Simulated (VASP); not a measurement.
Sn2HBr3:

```
Sn H Br
1.0
     3.60339   -5.49489    0.00000
     3.60339    5.49489    0.00000
     0.00000    0.00000    3.58680
Sn H Br
2 1 3
Cartesian
  3.6034 3.1251 0.0000
  3.6034 -3.1251 0.0000
  3.6034 0.0000 0.0000
  0.0000 0.0000 0.0000
  1.8017 -2.7474 1.7934
  1.8017 2.7474 1.7934
```

The cell was built by a generator and needn't be a form met in nature.

* Program: VASP 6.6.1
* Task: relaxation of cell and atoms
* Functional: PBE
* Potentials or basis: VASP PAW PBE potentials, release 64 (Sn_d, H, Br)
* Cutoff: 520 eV
* k mesh: 3 × 3 × 4
* Occupations: gaussian, width 0.15 eV
* Spin: no spin polarisation

At the start: pressure 29.8 GPa; volume 23.67 Å³/atom.

Q: How do energy, volume and symmetry change on relaxing?

A: Over 15 steps the energy falls by 1243.0 meV/atom and the volume is 31.23 Å³/atom (+31.9 %); space group Cmmm (No. 65, to 0.05 Å).

The path:
| step | energy change (eV) | largest force (eV/Å) | pressure (GPa) | volume (Å³) |
| --- | --- | --- | --- | --- |
| 1 | 0.0000 | 3.8097 | 29.78 | 142.04 |
| 2 | -5.4826 | 0.1278 | -2.83 | 252.64 |
| 3 | -5.7211 | 0.6088 | -0.08 | 219.45 |
| 4 | -5.7292 | 0.4704 | -0.80 | 224.90 |
| 5 | -5.7291 | 0.5898 | -0.33 | 222.99 |
| 6 | -5.9320 | 0.9918 | -0.51 | 220.27 |
| 7 | -6.0849 | 1.9286 | -0.11 | 215.59 |
| 8 | -6.2199 | 1.9343 | -0.20 | 214.19 |
| 9 | -6.6115 | 1.9164 | -0.49 | 209.77 |
| 10 | -7.0714 | 1.3389 | 0.02 | 200.05 |
| 11 | -7.3686 | 0.0484 | -0.90 | 198.05 |
| 12 | -7.3878 | 0.2767 | -0.97 | 197.36 |
| 13 | -7.4427 | 0.0564 | -0.59 | 192.15 |
| 14 | -7.4567 | 0.1251 | 0.06 | 186.52 |
| 15 | -7.4580 | 0.0124 | 0.14 | 187.40 |

Final structure:
```
Sn H Br
1.0
     4.28827   -5.03516    0.00000
     4.28827    5.03516    0.00000
     0.00000    0.00000    4.33947
Sn H Br
2 1 3
Direct
  0.28640 0.71360 0.00000
  0.71360 0.28640 0.00000
  0.50000 0.50000 0.00000
  0.00000 0.00000 0.00000
  0.50000 0.00000 0.50000
  0.00000 0.50000 0.50000
```

Caveat: the k mesh is coarse (spacing up to 0.44 Å⁻¹), so the values aren't converged; the volume moved by over 15 % at a fixed basis, so the end points are rough.
